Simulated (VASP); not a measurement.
Output of a VASP run:

**OSZICAR**
```
       N       E                     dE             d eps       ncg     rms          rms(c)
DAV:   1     0.158306434584E+03    0.15831E+03   -0.15491E+04   192   0.109E+03
DAV:   2    -0.280393355075E+02   -0.18635E+03   -0.18238E+03   224   0.272E+02
DAV:   3    -0.346279054594E+02   -0.65886E+01   -0.64739E+01   288   0.448E+01
DAV:   4    -0.347175738769E+02   -0.89668E-01   -0.89561E-01   224   0.486E+00
DAV:   5    -0.347213201070E+02   -0.37462E-02   -0.37446E-02   288   0.745E-01    0.544E+01
DAV:   6    -0.336391878044E+02    0.10821E+01   -0.51818E+00   224   0.140E+01    0.175E+01
DAV:   7    -0.334005787354E+02    0.23861E+00   -0.10166E+00   224   0.535E+00    0.113E+01
DAV:   8    -0.333847478476E+02    0.15831E-01   -0.15205E-01   256   0.216E+00    0.353E+00
DAV:   9    -0.333780227725E+02    0.67251E-02   -0.56099E-02   216   0.134E+00    0.350E-01
DAV:  10    -0.333775647983E+02    0.45797E-03   -0.41455E-03   264   0.431E-01    0.300E-01
DAV:  11    -0.333775340965E+02    0.30702E-04   -0.11043E-04   256   0.463E-02    0.830E-02
DAV:  12    -0.333775175477E+02    0.16549E-04   -0.80664E-05   200   0.513E-02    0.387E-03
DAV:  13    -0.333775175280E+02    0.19648E-07   -0.19791E-06   168   0.842E-03
   1 F= -.33377518E+02 E0= -.33338830E+02  d E =-.773745E-01
```

File OUTCAR:
```
------------------------ aborting loop because EDIFF is reached ----------------------------------------
  FORCE on cell =-STRESS in cart. coord.  units (eV):
  Direction    XX          YY          ZZ          XY          YZ          ZX
  --------------------------------------------------------------------------------------
  Total       -3.5043550     -3.5043550     -3.5043550     -0.0000000     -0.0000000      0.0000000
  in kB      -81.4428023    -81.4428023    -81.4428023     -0.0000000     -0.0000000      0.0000000
  external PRESSURE =     -81.4428023 kB  Pullay stress =       0.0000000 kB
  volume of cell :       68.94
      direct lattice vectors                 reciprocal lattice vectors
     4.100360000  0.000000000  0.000000000     0.243881025  0.000000000  0.000000000
     0.000000000  4.100360000  0.000000000     0.000000000  0.243881025  0.000000000
     0.000000000  0.000000000  4.100360000     0.000000000  0.000000000  0.243881025
 POSITION                                       TOTAL-FORCE (eV/Angst)
 -----------------------------------------------------------------------------------
      0.00000      0.00000      0.00000         0.000000      0.000000      0.000000
      2.05018      2.05018      0.00000         0.000000      0.000000      0.000000
      0.00000      2.05018      2.05018         0.000000      0.000000      0.000000
      2.05018      0.00000      2.05018         0.000000      0.000000      0.000000
 -----------------------------------------------------------------------------------
    total drift:                                0.000000     -0.000000     -0.000000
  FREE ENERGIE OF THE ION-ELECTRON SYSTEM (eV)
  ---------------------------------------------------
  free  energy   TOTEN  =       -33.3775175280 eV

  energy  without entropy=      -33.3001430349  energy(sigma->0) =      -33.33883028
```
(Selected blocks of OUTCAR.)

### POSCAR
```
YPt3
1
    4.1003600000     0.0000000000     0.0000000000
    0.0000000000     4.1003600000     0.0000000000
    0.0000000000     0.0000000000     4.1003600000
Y Pt
1 3
Direct
  0.0000000000   0.0000000000   0.0000000000
  0.5000000000   0.5000000000   0.0000000000
  0.0000000000   0.5000000000   0.5000000000
  0.5000000000   0.0000000000   0.5000000000
```

Task: Write an INCAR and KPOINTS that could have produced this output.

Result: One answer among several that fit: the input of the run itself, LDA (Ceperley-Alder, Perdew-Zunger), plane waves, VASP's LDA PAW potentials (set 64).

**KPOINTS**
```
Automatic
0
Gamma
  2 2 2
```

### INCAR
```
SYSTEM  =  YPt3
PREC  =  Accurate; ENCUT  =  300; LREAL  =  .False.
LASPH  =  .True.
EDIFF  =  1E-6; NELM  =  100; ALGO  =  Normal
LMAXMIX  =  6
ISMEAR  =  0; SIGMA  =  0.2
ISIF  =  2
LWAVE  =  .False.; LCHARG  =  .False.
```

POTCAR, in this order: Y_sv Pt (LDA.64 set). Program: vasp_std.

At this cut-off the stress carries a Pulay error, which pulls relaxed volumes low.

The structure comes from a computed database's YPt3 entry (Pm-3m); how it stands against other phases isn't given here. The cell was not relaxed at this level. The k-mesh is coarse (spacing up to 0.77 per Å, 2π included), so the numbers may not be converged in it. The run is one of a series of settings (KPOINTS 2×2×2 Γ-centred mesh against the base run), some of them coarse on purpose. The electron count is odd and the run is not spin-polarised, which forces a metal.
